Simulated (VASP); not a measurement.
An input for Quantum ESPRESSO's pw.x (written as the equivalent of a VASP run, and not itself run):

```
&CONTROL
  calculation = 'scf'
  pseudo_dir = './pseudo'
  outdir = './out'
  tprnfor = .true.
  tstress = .true.
/
&SYSTEM
  ibrav = 0
  nat = 5
  ntyp = 3
  ecutwfc = 92
  occupations = 'smearing'
  smearing = 'fermi-dirac'
  degauss = 0.009996
  input_dft = 'pz'
/
&ELECTRONS
  conv_thr = 7.3e-08
  electron_maxstep = 100
/
ATOMIC_SPECIES
  Sc 44.956 Sc.upf
  Si 28.085 Si.upf
  Cu 63.546 Cu.upf
CELL_PARAMETERS angstrom
    -1.9028410    1.9028410    5.0138020
     1.9028410   -1.9028410    5.0138020
     1.9028410    1.9028410   -5.0138020
ATOMIC_POSITIONS crystal
  Sc  -0.0051830 -0.0054830 -0.0001910
  Si   0.6054590  0.6021690 -0.0266980
  Si   0.3897800  0.3858610  0.0072130
  Cu   0.2402580  0.7501570  0.4885060
  Cu   0.7696850  0.2672970  0.5311700
K_POINTS automatic
  9 9 9 0 0 0
```

Translate this input to VASP (INCAR, KPOINTS, POSCAR, choice of POTCAR).

Several could match; the one computed here: 
### KPOINTS
```
Automatic mesh
0
Gamma
9 9 9
0 0 0
```

**INCAR**
```
NELM = 100   # most electronic steps
PREC = Accurate
SIGMA = 0.136   # width (eV)
LWAVE = .FALSE.
EDIFF = 1E-6   # SCF stop (eV)
ISMEAR = -1
LCHARG = .FALSE.
SYSTEM = Sc(CuSi)2
ENCUT = 300   # plane-wave cut-off (eV)
LASPH = .TRUE.   # aspherical one-centre terms
LREAL = .FALSE.
LMAXMIX = 4
ALGO = Normal
ISIF = 2   # forces and stress, cell fixed
```

File POSCAR:
```
Sc(CuSi)2
5.0138020
 -0.3795205714   0.3795205714   1.0000000000
  0.3795205714  -0.3795205714   1.0000000000
  0.3795205714   0.3795205714  -1.0000000000
Sc Si Cu
1 2 2
Direct
 -0.0051830000  -0.0054830000  -0.0001910000
  0.6054590000   0.6021690000  -0.0266980000
  0.3897800000   0.3858610000   0.0072130000
  0.2402580000   0.7501570000   0.4885060000
  0.7696850000   0.2672970000   0.5311700000
```

POTCAR, in this order: Sc_sv Si Cu (LDA.64 set). Program: vasp_std.

The two are equivalent in intent, not identical: the potentials are each code's own (VASP's PAW set, PseudoDojo norm-conserving files in pw.x), so ENCUT and ecutwfc are chosen apart and not converted; conv_thr bounds pw.x's estimated SCF error, while EDIFF bounds the energy change between steps.

The structure comes from a computed database's Cu2ScSi2 entry (I4/mmm); how it stands against other phases isn't given here. The cell was not relaxed at this level, atoms are displaced from their ideal sites.
